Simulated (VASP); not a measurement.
Here is the system:

```xyz
6
Lattice="4.7702 0.0000 0.0000 0.0000 4.7702 0.0000 0.0000 0.0000 3.2198" Properties=species:S:1:pos:R:3 pbc="T T T"
Sn     0.0000     4.7702     0.0000
Sn     2.3851     2.3851     1.6099
O      1.4615     1.4615     0.0000
O      3.8466     0.9236     1.6099
O      0.9236     3.8466     1.6099
O      3.3087     3.3087     0.0000
```

The numbers are results of optB88-vdW, VASP's PBE PAW potentials (set 64) (plane waves; VASP), not measurements. Settings: 520 eV cut-off, 4×4×6 Γ-centred mesh, Gaussian smearing of 0.050 eV, potentials Sn_d O.

Energy and stress use the plane-wave basis of the starting cell.

Q: The ions, cell shape and volume are relaxed. Which structure does the run end with?

A: 
```xyz
6
Lattice="4.8033 0.0000 0.0000 0.0000 4.8033 0.0000 0.0000 0.0000 3.2449" Properties=species:S:1:pos:R:3 pbc="T T T"
Sn     0.0000     0.0000     3.2449
Sn     2.4017     2.4017     1.6225
O      1.4707     1.4707     0.0000
O      3.8724     0.9309     1.6225
O      0.9309     3.8724     1.6225
O      3.3326     3.3326     0.0000
```
Space group P4_2/mnm (136), at a tolerance of 0.03 Å.

Q: How do energy and volume change from the first to the last step?

A: The energy (σ→0) changes by -3.8 meV/atom and the volume by +2.2 %, in 5 ionic steps.

The compound is SnO2 in the rutile structure. This run relaxes it. Symmetry was kept, so distortions that lower it aren't found.
